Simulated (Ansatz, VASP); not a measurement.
# VSe2: VASP beside Ansatz, part 3 of 3

One calculation is typed for both programs; each brings its own data sets. How far apart do they land? Of the first pair: The structure shown is the start of the Ansatz relaxation below; VASP solves that cell, so the two are compared at the walk's first step.

VASP 6.6.1 and Ansatz 0.2.0.

So far. Step 6 (VASP: single point, LDA, relaxed cell, pair 2): The run ends at a pressure of -0.04 GPa, with forces up to 0.024 eV/Å.

### 8. Ansatz: relaxation, LDA

Level of this step: Ansatz beside VASP: Kohn-Sham DFT, plane waves, LDA (Ansatz).

The two programs are compared at the cell with which this relaxation starts, whose forces are those of its first step.

The structure compared here is the start of the Ansatz relaxation; VASP solves that cell, so the two are compared at the walk's first step.

Contents of input.yaml:

```yaml
crystal:
  lattice:
    - [3.2309159092, 0.0, 0.0]
    - [-1.6154579546, 2.7980552549, 0.0]
    - [0.0, 0.0, 30.46]
  atoms:
    - { symbol: V, position: [0.3333333333, 0.6666666667, 0.3282994091], spin: 0.65 }
    - { symbol: Se, position: [0.6666666667, 0.3333333333, 0.3802210396] }
    - { symbol: Se, position: [0.6666666667, 0.3333333333, 0.2763777786] }
  periodic: [true, true, false]
kpoints:
  mp_grid: { grid: [18, 18, 1] }
hamiltonian:
  xc: lda
scf:
  occupations: { method: gaussian, width: 0.15 }
output:
  forces: true
  stress: true
  eigenvalues: true
  populations: true
  write_density: true
  write_potential: true
  elf: true
  volumetric_format: npy
magnetization:
  spin_polarized: true
relax:
  adjacent_minimum: "off"
  f_tol: 0.001
  max_steps: 60
  cell: { stress_2d_tol: 0.002 }
```

Command:

```
$ ansatz run input.yaml --threads 8 --pin off --max-ram 14336MiB --backend cpu --events-out ev --progress --plain --runs-dir out
```

Numbers of over 12 decimals in the logs are rounded to 6 here.

The program printed:

```text
[...]
Crystal: 3 atoms, lattice volume = 275.367 Å³
Basis set: ecut = 420 eV, 5501 PW (Γ)
Bands: 28, of which v1, the nominal top of the filled ones, is band 23 counted from 1 (22 counted from 0)
Symmetry: 12 space group operations
[...]
k-points: 37 of 324 (time reversal used)
[...]
- [0.0, 0.0, 30.46]
  atoms:
    - { symbol: V, position: [0.333333, 0.666667, 0.328299] }
    - { symbol: Se, position: [0.666667, 0.333333, 0.380174] }
    - { symbol: Se, position: [0.666667, 0.333333, 0.276425] }
--- Löwdin populations: 3 sites ---
  site symbol       q [e]    m [muB]
     0      V     12.4502     0.6051
     1     Se     16.1711    -0.0194
     2     Se     16.1711    -0.0194
  spilling = 0.004614 (of n_electrons = 45.000000)
[key lines of the parts left out:]
SCF converged after 10 iterations
Magnetization: 0.5779 μB (22.7889 up, 22.2111 down)
Free energy (F): -13629.006204 eV
Fermi energy:    -5.672248 eV
P = ½ c Tr σ = -0.0005 N/m
```

### 9. VASP: single point, LDA, start cell, pair 3

The same cell, functional (in two slightly different forms), mesh and smearing now go to VASP, with its own data sets.

Contents of INCAR:

```
SYSTEM = VSe2
PREC = Accurate
ENCUT = 400
EDIFF = 1E-06
NELM = 200
ISMEAR = 0
SIGMA = 0.15
LREAL = .FALSE.
ALGO = Normal
GGA = CA
NBANDS = 21
ISPIN = 2
MAGMOM = 0.47 -0.01 -0.01
LASPH = .TRUE.
LMAXMIX = 4
LORBIT = 11
LWAVE = .FALSE.
LCHARG = .FALSE.
ISIF = 2
LDIPOL = .TRUE.
IDIPOL = 3
DIPOL = 0.5 0.5 0.328
LVHAR = .TRUE.
GGA_COMPAT = .FALSE.
NELMDL = -8
KPAR = 2
```

Contents of POSCAR:

```
VSe2
1.0
    3.2309160000      0.0000000000      0.0000000000
   -1.6154580000      2.7980550000      0.0000000000
    0.0000000000      0.0000000000     30.4600000000
V Se
1 2
Direct
    0.3333333333      0.6666666667      0.3282994091
    0.6666666667      0.3333333333      0.3802210440
    0.6666666667      0.3333333333      0.2763777741
```

Contents of KPOINTS:

```
Automatic mesh
0
Gamma
18 18 1
0 0 0
```

The projector-augmented-wave data sets are V_sv and Se (LDA family, release 64).

Command:

```
$ mpirun -np 2 vasp_std
```

The program printed:

```text
[... set-up lines as in an earlier step ...]
 entering main loop
       N       E                     dE             d eps       ncg     rms          rms(c)
DAV:   1     0.134957144608E+03    0.13496E+03   -0.11057E+04  4220   0.708E+02
DAV:   2    -0.112076548141E+02   -0.14616E+03   -0.14270E+03  4065   0.207E+02
DAV:   3    -0.226212867711E+02   -0.11414E+02   -0.11265E+02  3828   0.511E+01
DAV:   4    -0.228695495118E+02   -0.24826E+00   -0.24790E+00  3808   0.830E+00
[...]
DAV:  37    -0.202931285998E+02   -0.60713E-05   -0.27659E-07  2578   0.257E-03    0.132E-03
DAV:  38    -0.202931301724E+02   -0.15726E-05   -0.71331E-08  2558   0.133E-03    0.833E-04
DAV:  39    -0.202931306531E+02   -0.48074E-06   -0.14067E-08  2321   0.588E-04
   1 F= -.20293131E+02 E0= -.20276241E+02  d E =-.337786E-01  mag=     0.3990
```

Parts of OUTCAR (step 9):

```text
  Total       -0.1071347     -0.1071346     -0.1403713      0.0000000      0.0000000      0.0000000
  in kB       -0.6233455     -0.6233453     -0.8167276      0.0000000      0.0000000      0.0000000
  external PRESSURE =      -0.6878061 kB  Pullay stress =       0.0000000 kB

 POSITION                                       TOTAL-FORCE (eV/Angst)
 -----------------------------------------------------------------------------------
     -0.00000      1.86537     10.00000        -0.000000     -0.000000     -0.000000
      1.61546      0.93268     11.58153         0.000000      0.000000      0.003304
      1.61546      0.93268      8.41847         0.000000      0.000000     -0.003304
 -----------------------------------------------------------------------------------
    total drift:                               -0.000000     -0.000007      0.000137

  FREE ENERGIE OF THE ION-ELECTRON SYSTEM (eV)
  ---------------------------------------------------
  free  energy   TOTEN  =       -20.2931306531 eV

  energy  without entropy=      -20.2593520966  energy(sigma->0) =      -20.27624137

 magnetization (x)
# of ion       s       p       d       tot
------------------------------------------
    1        0.003   0.004   0.345   0.352
    2        0.000  -0.006   0.002  -0.004
    3        0.000  -0.006   0.002  -0.004
--------------------------------------------------
tot          0.004  -0.008   0.350   0.345

[... 3 further parts left out ...]
[key lines of the parts left out:]
E-fermi :  -3.3623
```

The run ends at a pressure of -0.07 GPa, with forces up to 0.0033 eV/Å.

### 10. Comparison

What differs besides the data sets and the points named for the pairs above, as far as they apply: the data sets hold 45 valence electrons in Ansatz (on its default PAW (the set named soft_2) files) and 25 in VASP. Total energies have different zeros and are not compared.

At this near-relaxed geometry the largest component of a force difference is 25 meV/Å. Moments aren't recorded for both runs of this pair, so they may hold unlike magnetic states. With vacuum in the cell, a pressure given here is an average over mostly empty space and none of the material.

### 11. Summary of results

```json
{
 "r.m.s. force difference (single point, LDA, start cell, pair 1)": "2.9 % of the r.m.s. force",
 "difference in total moment (single point, LDA, relaxed cell, pair 2)": "0.13 μB",
 "r.m.s. force difference (single point, LDA, relaxed cell, pair 2)": "11 meV/Å",
 "r.m.s. force difference (single point, LDA, start cell, pair 3)": "12 meV/Å"
}
```

**Reading.** The r.m.s. force difference is 12 meV/Å (single point, LDA, start cell, pair 3), at about the 12 meV/Å picked in this series as the mark of a large difference. The data sets hold unlike numbers of valence electrons (45 in Ansatz and 25 in VASP), so part of the differences comes from the potentials. 1 further run of this series is not shown here. Such differences can come from data sets, numerical settings and the points named under the comparisons, not from the functional's error against experiment.

[Lines on the potential files, build, host, timing and source positions are cut from VASP's logs without a mark.]

[Logs are printed without paths, hosts, clocks, repeated set-up lines and the standing remarks that a program may print on its own settings, such as how far it seeks lower states.]

[Hosts, paths, dates, database ids (printed as entryN), source tags and the programs' standing remarks are cut or masked in the printed files.]
